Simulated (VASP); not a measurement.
Method: PBE GGA, VASP's PBE PAW potentials (set 64) (plane waves; VASP).

Input for VASP

KPOINTS:
```
kpoints
0
G
 9 9 4
0 0 0
```

POSCAR:
```
Cl2
1.0
  3.2642050000  -2.0574700000   0.0000000000
  3.2642050000   2.0574700000   0.0000000000
  0.0000000000   0.0000000000   8.4024000000
Cl
4
direct
  0.8854800000   0.1145200000   0.6047500000
  0.1145200000   0.8854800000   0.3952500000
  0.6145200000   0.3854800000   0.1047500000
  0.3854800000   0.6145200000   0.8952500000
```

**INCAR**
```
SYSTEM=Cl2
PREC=Accurate; ENCUT=300; LREAL=.FALSE.
LASPH=.TRUE.
EDIFF=1E-6; NELM=100; ALGO=Normal
ISMEAR=-1; SIGMA=0.02
GGA=PE
IBRION=2; NSW=50; ISIF=3
EDIFFG=-0.01
LWAVE=.FALSE.; LCHARG=.FALSE.
```

POTCAR, in this order: Cl (PBE.64 set). Program: vasp_std.

Problem. What will the output report for the number of irreducible k-points (NKPTS), largest plane-wave count, number of space-group operations, FFT grid (NGX, NGY, NGZ)?

Solution. 
```
Property                                      Result
--------------------------------------  ------------
number of irreducible k-points (NKPTS)            75
largest plane-wave count                        1356
number of space-group operations                   8
FFT grid (NGX, NGY, NGZ)                24 × 24 × 48
```

The structure comes from a computed database's Cl2 entry; how it stands against other phases isn't given here. This run relaxes it. Symmetry was kept, so distortions that lower it aren't found. The run is one of a series of settings (EDIFFG = -0.01, IBRION = 2, ISIF = 3, NSW = 50 against the base run), some of them coarse on purpose.
